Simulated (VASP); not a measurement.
Consider the following.

```
Co
1.0
    1.25500    -2.17372     0.00000
    1.25500     2.17372     0.00000
    0.00000     0.00000     4.07000
Co
2
Direct
  0.33333   0.66667   0.25000
  0.66667   0.33333   0.75000
```
Starting moments (μB, in the order of the record's atoms Co Co): 1.8 1.8.

Method: LDA (Ceperley-Alder, Perdew-Zunger), VASP's LDA PAW potentials (set 64) (plane waves; VASP 6.6.1). Numerical set-up: 520 eV cut-off, 15×15×8 Γ-centred mesh, first-order Methfessel-Paxton smearing of 0.10 eV, potentials Co.

Energy and stress use the plane-wave basis of the starting cell.

Question: The ions, cell shape and volume are relaxed. What does this cell relax into?

Answer: 
```
Co
1.0
    1.21312    -2.10118     0.00000
    1.21312     2.10118     0.00000
    0.00000     0.00000     3.91030
Co
2
Direct
  0.33333   0.66667   0.25000
  0.66667   0.33333   0.75000
```
Space group P6_3/mmc (194), at a tolerance of 0.03 Å. The cell ends with 2.99 μB, on the sites 1.49 1.49 μB.

Question: How do energy and volume change from the first to the last step?

Answer: The energy (σ→0) changes by -87.8 meV/atom and the volume by -10.2 %, in 9 ionic steps.

The compound is Co in the hcp structure. This run relaxes it. Symmetry was kept, so distortions that lower it aren't found.
